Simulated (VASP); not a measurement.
Here is the system:

```
Cu3N
1.0
    3.77001     0.00000     0.00000
    0.00000     3.77001     0.00000
    0.00000     0.00000     3.77001
Cu N
3 1
Direct
  0.00000   0.00000   0.50000
  0.50000   0.00000   0.00000
  0.00000   0.50000   0.00000
  0.00000   0.00000   0.00000
```

Level of theory: PBEsol GGA, VASP's PBE PAW potentials (set 64) (plane waves; VASP). Numerical set-up: 520 eV cut-off, 7×7×7 Γ-centred mesh, tetrahedra with Blöchl corrections, potentials Cu N.

### Question
Predict the energy per atom (σ→0).

### Answer

```yaml
energy per atom (σ→0): -5.111 eV/atom
```

Total energies compare only between runs with the same potentials, cut-off and functional.

The structure comes from a computed database's Cu3N entry (Pm-3m); how it stands against other phases isn't given here. It was relaxed first.
